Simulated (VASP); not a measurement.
```
CELL_PARAMETERS angstrom
      2.78337     0.00000     0.00000
      0.00000     2.78337     0.00000
      0.00000     0.00000     2.78337
ATOMIC_POSITIONS crystal
  Al 0.50000 0.50000 0.50000
  Fe 0.00000 0.00000 0.00000
```

Method: PBE GGA with D3 dispersion (zero damping), VASP's PBE PAW potentials (set 64) (plane waves; VASP). Numerical set-up: 520 eV cut-off, 13×13×13 Γ-centred mesh, first-order Methfessel-Paxton smearing of 0.10 eV, potentials Al Fe.

Q: Give the stress tensor in GPa (positive for a compressed cell).

A: 
```
13.51   0.00   0.00
 0.00  13.51   0.00
 0.00   0.00  13.51
```
The pressure is its mean diagonal, 13.51 GPa.

The compound is FeAl in the CsCl type structure. This cell is one point of a volume scan, at 0.94 of the reference volume. The run is not spin-polarised, so no magnetic state was tried. The electron count is odd and the run is not spin-polarised, which forces a metal.
